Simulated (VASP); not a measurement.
```
CELL_PARAMETERS angstrom
      1.84510    -5.42323     0.00000
      1.84510     5.42323     0.00000
      0.00000     0.00000     3.84075
ATOMIC_POSITIONS crystal
  Ag 0.39793 0.60207 0.75000
  Ag 0.60207 0.39793 0.25000
  Cl 0.86487 0.13513 0.25000
  Cl 0.13513 0.86487 0.75000
```

These are PBEsol GGA, VASP's PBE PAW potentials (set 64) (plane waves; VASP) values and carry that method's errors. Settings: 400 eV cut-off, 7×7×7 Γ-centred mesh, tetrahedra with Blöchl corrections, potentials Ag Cl.

The cores are frozen, which limits the accuracy of field gradients.

Task: Give the principal components of the electric field gradient (V/Å²) and the asymmetry η at each nucleus.

Result: 
| atom | Vxx | Vyy | Vzz | η |
|---|---|---|---|---|
| Ag1 | -29.7 | -22.9 | 52.6 | 0.13 |
| Ag2 | -29.7 | -22.9 | 52.6 | 0.13 |
| Cl3 | 37.1 | 16.0 | -53.1 | 0.40 |
| Cl4 | 37.1 | 16.0 | -53.1 | 0.40 |

The structure comes from a computed database's AgCl entry (Cmcm); how it stands against other phases isn't given here. It was relaxed first, which changed the volume by -6 %.
